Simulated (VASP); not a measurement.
Wanted: the native input for a VASP 6.6.1 run.

```yaml
Task: relaxation of the atoms
Functional: LDA
Potentials_or_basis: VASP PAW LDA potentials, release 64 (Te, Mo_sv)
Cutoff: 520 eV
k_mesh: 10 × 10 × 3
Occupations: gaussian, width 0.05 eV
Spin: no spin polarisation
Further_INCAR_settings: ALGO = Normal; EDIFF = 1e-06; IBRION = 2; EDIFFG = -0.01; NSW = 40
```

The structure of Te2Mo lies in POSCAR:

```
Te2Mo
1.0
    3.5182000000      0.0000000000      0.0000000000
   -1.7591000000      3.0468505800      0.0000000000
    0.0000000000      0.0000000000     13.7500224000
Te Mo
4 2
Direct
    0.3333333300      0.6666666700      0.6189024400
    0.6666666700      0.3333333300      0.1189024400
    0.3333333300      0.6666666700      0.8810975600
    0.6666666700      0.3333333300      0.3810975600
    0.3333333300      0.6666666700      0.2500000000
    0.6666666700      0.3333333300      0.7500000000
```

One way to write it, as run:

INCAR

```
SYSTEM = Te2Mo
ALGO = Normal
EDIFF = 1E-6
EDIFFG = -0.01
ENCUT = 520
GGA = CA
IBRION = 2
ISIF = 2
ISMEAR = 0
KPAR = 2
LASPH = .TRUE.
LCHARG = .FALSE.
LREAL = .FALSE.
LWAVE = .FALSE.
NELM = 60
NSW = 40
PREC = Accurate
SIGMA = 0.05
```

KPOINTS

```
k-points
0
G
  10 10 3
  0 0 0
```

Potentials or basis: VASP PAW LDA potentials, release 64 (Te, Mo_sv).

Launch:

```console
$ cat potpaw_LDA.64/Te/POTCAR potpaw_LDA.64/Mo_sv/POTCAR > POTCAR
$ mpirun -np 2 vasp_std > vasp.out
```

Results of the run:

| Property | Result |
| --- | --- |
| Energy gained by relaxing | 1.8 meV/atom |
| Ionic steps | 3 |
| Pressure after relaxing | -1.4 GPa |
| Band gap on the k mesh | 0.59 eV, indirect (least direct gap 1.13 eV) |

Caveat: spin-orbit coupling is left out, which moves the levels of the heavy elements; an odd mesh through Γ misses points on the zone boundary, where band edges often lie.

Run time: 3.1 min on 2 MPI ranks on Intel(R) Xeon(R) Platinum 8375C CPU @ 2.90GHz (Ice Lake), with other jobs on the host, peak memory 0.27 GiB a rank.
